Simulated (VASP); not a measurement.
Method: PBE GGA, VASP's PBE PAW potentials (set 64) (plane waves; VASP).

VASP ran on this input.

POSCAR:
```
PbSe
1
    0.0000000000     3.1063353721     3.1063353721
    3.1063353721     0.0000000000     3.1063353721
    3.1063353721     3.1063353721     0.0000000000
Pb Se
1 1
Direct
  0.0000000000   0.0000000000   0.0000000000
  0.5000000000   0.5000000000   0.5000000000
```

KPOINTS:
```
K-points
0
Gamma
7 7 7
0 0 0
```

**INCAR**
```
ALGO = Normal
EDIFF = 1E-6
EDIFFG = -0.01
ENCUT = 400
GGA = PE
IBRION = 2
ISIF = 3
ISMEAR = 0
LASPH = T
LCHARG = F
LMAXMIX = 4
LREAL = F
LWAVE = F
NELM = 100
NSW = 60
PREC = Accurate
SIGMA = 0.05
SYSTEM = PbSe
```

POTCAR, in this order: Pb_d Se (PBE.64 set). Program: vasp_std.

Task: Predict the energy per atom (σ→0).

Result: 
```
Quantity                       Result
---------------------  --------------
energy per atom (σ→0)  -4.100 eV/atom
```

### OSZICAR
```
...
DAV:   6    -0.820044404591E+01    0.31841E+00   -0.87077E-01   768   0.709E+00    0.149E+00
DAV:   7    -0.819651888420E+01    0.39252E-02   -0.13221E-01   624   0.198E+00    0.847E-01
DAV:   8    -0.820018968000E+01   -0.36708E-02   -0.14750E-02   590   0.155E+00    0.176E-01
DAV:   9    -0.819967387228E+01    0.51581E-03   -0.28710E-03   842   0.587E-01    0.619E-02
DAV:  10    -0.819976813976E+01   -0.94267E-04   -0.23439E-04   584   0.118E-01    0.203E-02
DAV:  11    -0.819977596567E+01   -0.78259E-05   -0.68047E-05   656   0.942E-02    0.596E-03
DAV:  12    -0.819977620861E+01   -0.24294E-06   -0.40939E-06   674   0.160E-02
   1 F= -.81997762E+01 E0= -.81997762E+01  d E =-.819978E+01
```

The compound is PbSe in the rock salt structure. It was relaxed first. The start is the result of an earlier pass.
